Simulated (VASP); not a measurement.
Output of a VASP run:

**OSZICAR**
```
       N       E                     dE             d eps       ncg     rms          rms(c)
DAV:   1     0.564478748247E+02    0.56448E+02   -0.89987E+03  1008   0.131E+03
DAV:   2    -0.289853110619E+02   -0.85433E+02   -0.79071E+02  1400   0.275E+02
DAV:   3    -0.314560649876E+02   -0.24708E+01   -0.24627E+01  1344   0.483E+01
DAV:   4    -0.314705603510E+02   -0.14495E-01   -0.14485E-01  1248   0.377E+00
DAV:   5    -0.314707437066E+02   -0.18336E-03   -0.18332E-03  1328   0.397E-01    0.109E+01
DAV:   6    -0.290629799279E+02    0.24078E+01   -0.75635E+00  1252   0.235E+01    0.474E+00
DAV:   7    -0.289439038149E+02    0.11908E+00   -0.34426E-01  1224   0.608E+00    0.296E+00
DAV:   8    -0.289087124445E+02    0.35191E-01   -0.18477E-01  1128   0.430E+00    0.309E-01
DAV:   9    -0.289068531917E+02    0.18593E-02   -0.43001E-03  1312   0.728E-01    0.208E-01
DAV:  10    -0.289072993012E+02   -0.44611E-03   -0.70838E-04  1192   0.363E-01    0.336E-02
DAV:  11    -0.289072970853E+02    0.22159E-05   -0.82195E-05  1320   0.796E-02    0.141E-02
DAV:  12    -0.289073002263E+02   -0.31410E-05   -0.11161E-05  1228   0.429E-02    0.364E-03
DAV:  13    -0.289073000071E+02    0.21925E-06   -0.19869E-07  1076   0.461E-03    0.113E-03
DAV:  14    -0.289073000051E+02    0.19970E-08   -0.25472E-08   784   0.214E-03
   1 F= -.28907300E+02 E0= -.28907300E+02  d E =-.289073E+02
       N       E                     dE             d eps       ncg     rms          rms(c)
DAV:   1    -0.289071718574E+02    0.12815E-03   -0.58624E-02  1164   0.233E+00    0.487E-02
DAV:   2    -0.289072268931E+02   -0.55036E-04   -0.80235E-04  1240   0.281E-01    0.310E-02
DAV:   3    -0.289072137119E+02    0.13181E-04   -0.27074E-05  1320   0.603E-02    0.983E-03
DAV:   4    -0.289072154475E+02   -0.17356E-05   -0.10896E-05  1304   0.312E-02    0.427E-03
DAV:   5    -0.289072156303E+02   -0.18283E-06   -0.70566E-07  1244   0.892E-03    0.153E-03
DAV:   6    -0.289072156793E+02   -0.48982E-07   -0.50098E-08   688   0.237E-03
   2 F= -.28907216E+02 E0= -.28907216E+02  d E =0.843258E-04
       N       E                     dE             d eps       ncg     rms          rms(c)
DAV:   1    -0.289073882421E+02   -0.17261E-03   -0.19280E-02  1160   0.134E+00    0.279E-02
DAV:   2    -0.289074096286E+02   -0.21386E-04   -0.26355E-04  1228   0.161E-01    0.178E-02
DAV:   3    -0.289074031565E+02    0.64721E-05   -0.90167E-06  1308   0.348E-02    0.554E-03
DAV:   4    -0.289074027969E+02    0.35962E-06   -0.35747E-06  1304   0.177E-02    0.245E-03
DAV:   5    -0.289074027208E+02    0.76124E-07   -0.22482E-07  1116   0.504E-03
   3 F= -.28907403E+02 E0= -.28907403E+02  d E =-.102716E-03
```

OUTCAR:
```
------------------------ aborting loop because EDIFF is reached ----------------------------------------
  FORCE on cell =-STRESS in cart. coord.  units (eV):
  Direction    XX          YY          ZZ          XY          YZ          ZX
  --------------------------------------------------------------------------------------
  Total        3.5042665      3.5042672      3.5123913      0.0000000      0.0000000      0.0000000
  in kB      243.5779819    243.5780333    244.1427312      0.0000000      0.0000000      0.0000000
  external PRESSURE =     243.7662488 kB  Pullay stress =       0.0000000 kB
  volume of cell :       23.05
      direct lattice vectors                 reciprocal lattice vectors
     1.262082856 -2.185991861  0.000000000     0.396170503 -0.228729122  0.000000000
     1.262082856  2.185991861  0.000000000     0.396170503  0.228729122  0.000000000
     0.000000000  0.000000000  4.177373191     0.000000000  0.000000000  0.239384885
  FREE ENERGIE OF THE ION-ELECTRON SYSTEM (eV)
  ---------------------------------------------------
  free  energy   TOTEN  =       -28.9074027208 eV

  energy  without entropy=      -28.9074027208  energy(sigma->0) =      -28.90740272

 reached required accuracy - stopping structural energy minimisation
```
(Selected blocks of OUTCAR.)

### POSCAR
```
BN
1
    1.2621409318    -2.1860924427     0.0000000000
    1.2621409318     2.1860924427     0.0000000000
    0.0000000000     0.0000000000     4.1769887853
B N
2 2
Direct
  0.6666670000   0.3333330000   0.5000744147
  0.3333330000   0.6666670000   0.0000744147
  0.6666670000   0.3333330000   0.8749255853
  0.3333330000   0.6666670000   0.3749255853
```

### Question
Write an INCAR and KPOINTS that could have produced this output.

### Answer
This is not unique; one that fits is the input of the run itself, vdW-DF2, plane waves, VASP's PBE PAW potentials (set 64).

**INCAR**
```
AGGAC  =  0.0
ALGO  =  Normal
EDIFF  =  1E-7
EDIFFG  =  -0.01
ENCUT  =  520
GGA  =  ML
IBRION  =  2
ISIF  =  4
ISMEAR  =  0
LASPH  =  .TRUE.
LCHARG  =  .FALSE.
LREAL  =  .FALSE.
LUSE_VDW  =  .TRUE.
LWAVE  =  .FALSE.
NELM  =  100
NSW  =  30
PREC  =  Accurate
SIGMA  =  0.05
SYSTEM  =  BN
ZAB_VDW  =  -1.8867
```

**KPOINTS**
```
Automatic mesh
0
Gamma
10 10 5
0 0 0
```

POTCAR, in this order: B N (PBE.64 set). Program: vasp_std.

The compound is BN in the wurtzite structure, a metastable high-pressure form. This cell is one point of a volume scan, at 0.94 of the reference volume. Symmetry was kept, so distortions that lower it aren't found.
